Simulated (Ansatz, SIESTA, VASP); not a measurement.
# Code comparison for Hf2Hg (P1, 3 atoms in the cell)

Self-consistent single point, at a second geometry (atoms moved at random). First geometry:

```
CELL_PARAMETERS angstrom
     -1.65105     1.65105     5.75282
      1.65105    -1.65105     5.75282
      1.65105     1.65105    -5.75282
ATOMIC_POSITIONS crystal
  Hf 0.66573 0.66573 0.00000
  Hf 0.33427 0.33427 0.00000
  Hg 0.00000 0.00000 0.00000
```

Second geometry:
```yaml
crystal:
  lattice:
    - [-1.65105, 1.65105, 5.75282]
    - [1.65105, -1.65105, 5.75282]
    - [1.65105, 1.65105, -5.75282]
  atoms:
    - { symbol: Hf, position: [0.66974, 0.67676, 0.00936] }
    - { symbol: Hf, position: [0.33052, 0.34070, 0.00489] }
    - { symbol: Hg, position: [0.99974, 0.98254, 0.98575] }
```

Shared settings, as Ansatz (an electronic-structure program) writes them: kpoints.mp_grid.grid = 10 10 10; scf.occupations.method = gaussian; scf.occupations.width = 0.05 eV. Potentials and cutoffs stand in the table.

```json
[
 {"code": "SIESTA", "model": "LDA PW92, numerical atomic orbitals DZP, PseudoDojo LDA standard norm-conserving potentials (rewritten from UPF to PSML)", "ΔF from the first geometry (meV/atom)": "8.7", "pressure (GPa)": "-6.97", "largest force (eV/Å)": "0.560", "cutoff": "grid 400 Ry"},
 {"code": "Ansatz", "model": "LDA (PW92), PAW files made with PBE", "ΔF from the first geometry (meV/atom)": "6.9", "pressure (GPa)": "-3.02", "largest force (eV/Å)": "0.441", "cutoff": "default"},
 {"code": "VASP", "model": "LDA (PZ), VASP's LDA PAW potentials (set 64)", "ΔF from the first geometry (meV/atom)": "6.7", "pressure (GPa)": "-3.18", "largest force (eV/Å)": "0.420", "cutoff": "300 eV"}
]
```

Size of the force on each atom (eV/Å): Sizes of forces hide their directions.

| code | Hf1 | Hf2 | Hg3 |
|---|---|---|---|
| SIESTA | 0.560 | 0.426 | 0.300 |
| Ansatz | 0.441 | 0.313 | 0.302 |
| VASP | 0.420 | 0.292 | 0.309 |

On Ansatz's run: spin-orbit coupling is off.

The spread over the programs that give each value: ΔF from the first geometry within 2.0 meV/atom; pressure within 3.95 GPa; largest force within 0.140 eV/Å.

SIESTA uses small atom-centred bases, whose incompleteness enters pressures, forces and empty levels differently from a plane-wave cutoff. Ansatz's pressure is given at a fixed set of plane waves, as the other plane-wave codes print theirs; with its correction for the finite basis it is -2.98 GPa. The same LDA comes in different parametrisations, which differ slightly. In the pressure, SIESTA (by 3.87) lies more than 1 GPa from the median of the plane-wave programs. In the force vectors, SIESTA (by 0.138) lies more than 0.08 eV/Å from the median of the plane-wave programs.

VASP's run is marked for a possible Pulay error in its stress at this cutoff; no cutoff test was made.

The starting cell comes from a database of computed structures (which also holds hypothetical and non-ambient phases and stackings), without a prior relaxation at this level. Its lattice was rescaled by a random factor within 2.5 % of one. For this run, on top of that: atoms moved at random.

Keys are those of Ansatz 0.2.
